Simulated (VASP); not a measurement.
Calculation: vdW-DF-cx, VASP's PBE PAW potentials (set 64) (plane waves; VASP).

The input files of a VASP run:

**KPOINTS**
```
Automatic mesh
0
Gamma
18 18 18
0 0 0
```

File POSCAR:
```
Mo
2.7172570
 -0.5773502347   0.5773502347   0.5773502347
  0.5773502347  -0.5773502347   0.5773502347
  0.5773502347   0.5773502347  -0.5773502347
Mo
1
direct
  0.0000000000   0.0000000000   0.0000000000
```

INCAR:
```
SYSTEM = Mo
PREC = Accurate
ENCUT = 520
EDIFF = 1E-7
NELM = 100
ALGO = Normal
LREAL = .FALSE.
LASPH = .TRUE.
ISMEAR = -5
GGA = CX
LUSE_VDW = .TRUE.
AGGAC = 0.0
LMAXMIX = 4
LWAVE = .FALSE.
LCHARG = .TRUE.
LORBIT = 11
NEDOS = 601
ISIF = 2
```

POTCAR, in this order: Mo_sv (PBE.64 set). Program: vasp_std.

Output of the run:

OSZICAR:
```
       N       E                     dE             d eps       ncg     rms          rms(c)
DAV:   1     0.929172083160E+02    0.92917E+02   -0.82818E+03  4338   0.130E+03
DAV:   2    -0.776902305748E+01   -0.10069E+03   -0.97549E+02  4674   0.343E+02
DAV:   3    -0.909175186528E+01   -0.13227E+01   -0.13131E+01  5029   0.390E+01
DAV:   4    -0.909527153781E+01   -0.35197E-02   -0.35179E-02  4661   0.233E+00
DAV:   5    -0.909528950260E+01   -0.17965E-04   -0.17971E-04  5045   0.165E-01    0.158E+01
DAV:   6    -0.849545289588E+01    0.59984E+00   -0.10506E+00  4620   0.124E+01    0.432E+00
DAV:   7    -0.841092924612E+01    0.84524E-01   -0.21844E-01  4994   0.523E+00    0.947E-01
DAV:   8    -0.840643447187E+01    0.44948E-02   -0.45657E-03  4461   0.965E-01    0.185E-01
DAV:   9    -0.840650226392E+01   -0.67792E-04   -0.11879E-04  5089   0.147E-01    0.818E-02
DAV:  10    -0.840651118008E+01   -0.89162E-05   -0.13864E-05  4524   0.487E-02    0.829E-03
DAV:  11    -0.840651331055E+01   -0.21305E-05   -0.35772E-07  5184   0.643E-03    0.134E-03
DAV:  12    -0.840651257701E+01    0.73354E-06   -0.16785E-08  2475   0.160E-03    0.961E-05
DAV:  13    -0.840651265193E+01   -0.74925E-07   -0.67274E-10  2385   0.357E-04
   1 F= -.84065127E+01 E0= -.84065127E+01  d E =0.000000E+00
```

### OUTCAR
```
------------------------ aborting loop because EDIFF is reached ----------------------------------------
  FORCE on cell =-STRESS in cart. coord.  units (eV):
  Direction    XX          YY          ZZ          XY          YZ          ZX
  --------------------------------------------------------------------------------------
  Total       -0.0093719     -0.0093719     -0.0093719     -0.0000000     -0.0000000      0.0000000
  in kB       -0.9722316     -0.9722316     -0.9722316     -0.0000000     -0.0000000      0.0000000
  external PRESSURE =      -0.9722316 kB  Pullay stress =       0.0000000 kB
  volume of cell :       15.44
      direct lattice vectors                 reciprocal lattice vectors
    -1.568808967  1.568808967  1.568808967     0.000000000  0.318713120  0.318713120
     1.568808967 -1.568808967  1.568808967     0.318713120  0.000000000  0.318713120
     1.568808967  1.568808967 -1.568808967     0.318713120  0.318713120  0.000000000
 POSITION                                       TOTAL-FORCE (eV/Angst)
 -----------------------------------------------------------------------------------
      0.00000      0.00000      0.00000         0.000000     -0.000000      0.000000
 -----------------------------------------------------------------------------------
    total drift:                                0.000000     -0.000000      0.000000
  FREE ENERGIE OF THE ION-ELECTRON SYSTEM (eV)
  ---------------------------------------------------
  free  energy   TOTEN  =        -8.4065126519 eV

  energy  without entropy=       -8.4065126519  energy(sigma->0) =       -8.40651265

 total charge

# of ion       s       p       d       tot
------------------------------------------
    1        2.389   6.211   3.935  12.535
```
(Selected blocks of OUTCAR.)

File OUTCAR:
```
 val. band max:       12.7456595660   @ k =  -0.3333   0.3889   0.2778

 cond. band min:      12.5773649473   @ k =  -0.1667   0.1667   0.1111


 Fermi energy:        12.6970682635

 k-point     1 :       0.0000    0.0000    0.0000
  band No.  band energies     occupation
      1     -48.5334      2.00000
      2     -21.8014      2.00000
      3     -21.8014      2.00000
      4     -21.8014      2.00000
      5       5.3873      2.00000
      6      11.2761      2.00000
      7      11.2761      2.00000
      8      11.2761      2.00000
      9      14.3486      0.00000
     10      14.3486      0.00000
     11      27.5366      0.00000

 k-point     2 :       0.0556    0.0000    0.0000
  band No.  band energies     occupation
      1     -48.5252      2.00000
      2     -21.8487      2.00000
      3     -21.8159      2.00000
      4     -21.8017      2.00000
      5       5.5268      2.00000
      6      11.1970      2.00000
      7      11.2637      2.00000
      8      11.4068      2.00000
      9      14.2298      0.00000
     10      14.3504      0.00000
     11      27.6432      0.00000

 k-point     3 :       0.1111    0.0000    0.0000
  band No.  band energies     occupation
      1     -48.5014      2.00000
      2     -21.9836      2.00000
      3     -21.8576      2.00000
      4     -21.8028      2.00000
      5       5.9243      2.00000
      6      10.9774      2.00000
      7      11.2088      2.00000
      8      11.7933      2.01387
      9      13.9684      0.00000
     10      14.3610      0.00000
     11      27.8997      0.00000

 k-point     4 :       0.1667    0.0000    0.0000
  band No.  band energies     occupation
      1     -48.4648      2.00000
      2     -22.1867      2.00000
      3     -21.9209      2.00000
      4     -21.8044      2.00000
      5       6.5084      2.00000
      6      10.6616      2.00000
      7      11.0946      2.00000
      8      12.4194      1.66439
      9      13.7651      0.00000
...
```

For a metal the tetrahedron method with Blöchl corrections gives inexact stress and forces.

The compound is Mo in the bcc structure. It was relaxed first.
